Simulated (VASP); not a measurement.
The system is NiMoIrPdW.

```
Ni Mo Pd Ir W
1.0
     2.34460   -1.43138    0.00906
     2.34460    1.43138    0.00906
    -2.20600    0.00000   10.92374
Ni Mo Pd Ir W
1 1 1 1 1
Direct
  0.49838 0.49838 0.29525
  0.31773 0.31773 0.91207
  0.24733 0.24733 0.49061
  0.74982 0.74982 0.10802
  0.68673 0.68673 0.69406
```

The cell was built by a generator and needn't be a form met in nature.

Base run:

```yaml
Program: VASP 6.6.1
Functional: PBE
Potentials_or_basis: VASP PAW PBE potentials, release 64 (Ni, Mo_sv, Pd, Ir, W_sv)
Cutoff: 520 eV
k_mesh: 11 × 11 × 3
Occupations: fermi-dirac, width 0.05 eV
Spin: collinear spin, ferromagnetic start
Starting_moments: "[1.0, 1.0, 0.0, 0.6, 0.0] μB"
```

Its results: band gap on the k mesh none (metal or under the smearing width); pressure 0.3 GPa; net moment 0.00 μB per cell; largest force 0.087 eV/Å.

Problem. The run is repeated on the same cell with these changes: further incar settings from ALGO = Normal; EDIFF = 1e-07; NBANDS = 76 to ALGO = Normal; EDIFF = 1e-07; dispersion from none to TS. What comes out?

Solution. Band gap on the k mesh none (metal or under the smearing width); pressure -10.9 GPa; net moment 0.00 μB per cell; largest force 0.116 eV/Å.

Caveats: atom-pairwise D2, TS and ULG terms overbind metals (some runs); pairwise dispersion overbinds metals, which lowers pressure and volume (some runs).
